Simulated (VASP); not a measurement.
These are PBE GGA, VASP's PBE PAW potentials (set 64) (plane waves; VASP) values and carry that method's errors.

Input for VASP

### POSCAR
```
W
1.6093770
 -1.0000002304   1.0000002304   1.0000002304
  1.0000002304  -1.0000002304   1.0000002304
  1.0000002304   1.0000002304  -1.0000002304
W
1
Cartesian
  0.0000000000   0.0000000000   0.0000000000
```

INCAR:
```
ALGO  =  Normal   # blocked Davidson
LREAL  =  .False.
LCHARG  =  .False.
LWAVE  =  .False.
LMAXMIX  =  6
SIGMA  =  0.1
NELM  =  100   # most electronic steps
SYSTEM  =  W
ENCUT  =  520   # plane-wave cut-off (eV)
ISIF  =  2   # forces and stress, cell fixed
PREC  =  Accurate
ISMEAR  =  1
LASPH  =  .True.
EDIFF  =  1E-7   # SCF stop (eV)
GGA  =  PE
```

**KPOINTS**
```
Automatic mesh
0
Gamma
16 16 16
0 0 0
```

POTCAR, in this order: W_sv (PBE.64 set). Program: vasp_std.

The run wrote:

**OSZICAR**
```
       N       E                     dE             d eps       ncg     rms          rms(c)
DAV:   1     0.767201122776E+02    0.76720E+02   -0.79040E+03  3190   0.144E+03
DAV:   2    -0.120576749431E+02   -0.88778E+02   -0.85937E+02  3415   0.332E+02
DAV:   3    -0.135989977507E+02   -0.15413E+01   -0.15247E+01  3711   0.432E+01
DAV:   4    -0.136081579452E+02   -0.91602E-02   -0.91571E-02  3427   0.351E+00
DAV:   5    -0.136082325344E+02   -0.74589E-04   -0.74587E-04  3597   0.330E-01    0.191E+01
DAV:   6    -0.130799760595E+02    0.52826E+00   -0.65207E-01  3409   0.106E+01    0.723E+00
DAV:   7    -0.129457667108E+02    0.13421E+00   -0.32995E-01  3505   0.705E+00    0.766E-01
DAV:   8    -0.129416588881E+02    0.41078E-02   -0.38729E-03  3307   0.942E-01    0.104E-01
DAV:   9    -0.129415990351E+02    0.59853E-04   -0.19738E-04  3580   0.179E-01    0.410E-02
DAV:  10    -0.129415951031E+02    0.39320E-05   -0.94542E-06  3414   0.432E-02    0.148E-02
DAV:  11    -0.129415960552E+02   -0.95213E-06   -0.44074E-07  3537   0.617E-03    0.718E-04
DAV:  12    -0.129415958833E+02    0.17188E-06   -0.10909E-08  1745   0.111E-03    0.125E-04
DAV:  13    -0.129415958602E+02    0.23086E-07   -0.83943E-10  1694   0.402E-04
   1 F= -.12941596E+02 E0= -.12941279E+02  d E =-.949191E-03
```

OUTCAR:
```
------------------------ aborting loop because EDIFF is reached ----------------------------------------
  FORCE on cell =-STRESS in cart. coord.  units (eV):
  Direction    XX          YY          ZZ          XY          YZ          ZX
  --------------------------------------------------------------------------------------
  Total       -0.9388636     -0.9388636     -0.9388636     -0.0000000     -0.0000000      0.0000000
  in kB      -90.2151381    -90.2151381    -90.2151381     -0.0000000     -0.0000000      0.0000000
  external PRESSURE =     -90.2151381 kB  Pullay stress =       0.0000000 kB
  volume of cell :       16.67
      direct lattice vectors                 reciprocal lattice vectors
    -1.609377371  1.609377371  1.609377371     0.000000000  0.310679154  0.310679154
     1.609377371 -1.609377371  1.609377371     0.310679154  0.000000000  0.310679154
     1.609377371  1.609377371 -1.609377371     0.310679154  0.310679154  0.000000000
 POSITION                                       TOTAL-FORCE (eV/Angst)
 -----------------------------------------------------------------------------------
      0.00000      0.00000      0.00000        -0.000000     -0.000000     -0.000000
 -----------------------------------------------------------------------------------
    total drift:                               -0.000000     -0.000000      0.000000
  FREE ENERGIE OF THE ION-ELECTRON SYSTEM (eV)
  ---------------------------------------------------
  free  energy   TOTEN  =       -12.9415958602 eV

  energy  without entropy=      -12.9406466691  energy(sigma->0) =      -12.94127946
```
(Selected blocks of OUTCAR.)

The compound is W in the bcc structure. This cell is one point of a volume scan, at 1.03 of the reference volume.
